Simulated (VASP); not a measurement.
Here is the system:

```
AlN
1.0
    3.09324     0.00000     0.00000
   -1.54662     2.67882     0.00000
    0.00000     0.00000     4.96027
Al N
2 2
Cartesian
  1.54662   0.89294   2.47661
  0.00000   1.78588   4.95675
  1.54662   0.89294   4.36856
  0.00000   1.78588   1.88842
```

Computed with PBE GGA, VASP's PBE PAW potentials (set 64) (plane waves; VASP). Run with 400 eV cut-off, 6×6×4 Γ-centred mesh, Fermi-Dirac smearing of 0.020 eV, potentials Al N.

At this cut-off the stress carries a Pulay error, which pulls relaxed volumes low.

Give the stress tensor in GPa (positive for a compressed cell).

```
3.69  0.00  0.00
0.00  3.69  0.00
0.00  0.00  3.18
```
The pressure is its mean diagonal, 3.52 GPa.

The structure comes from a computed database's AlN entry; how it stands against other phases isn't given here. The cell was not relaxed at this level.
